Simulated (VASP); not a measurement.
## LaO (relaxed from the zinc blende structure, space group F-43m): computed properties

The numbers are results of PBEsol GGA, VASP's PBE PAW potentials (set 64) (plane waves; VASP), not measurements.

For LaO, the space group is F-43m (216), the cell is a = b = c = 5.5909 Å, α = β = γ = 90.00° and the volume per atom comes out as 21.85 Å^3/atom. The band gap (over mesh and band path) comes out as none (metal, semimetal or under 0.01 eV) and the density is 5.89 g/cm³.

```xyz
2
Lattice="0.0000 2.7954 2.7954 2.7954 0.0000 2.7954 2.7954 2.7954 0.0000" Properties=species:S:1:pos:R:3 pbc="T T T"
La     0.0000     0.0000     0.0000
O      1.3977     1.3977     1.3977
```

The structure was generated: LaO was put into the zinc blende type (F-43m), which need not be its known phase. It was relaxed first, which changed the volume by -30 %. Symmetry was kept, so distortions that lower it aren't found. The electron count is odd and the run is not spin-polarised, which forces a metal.
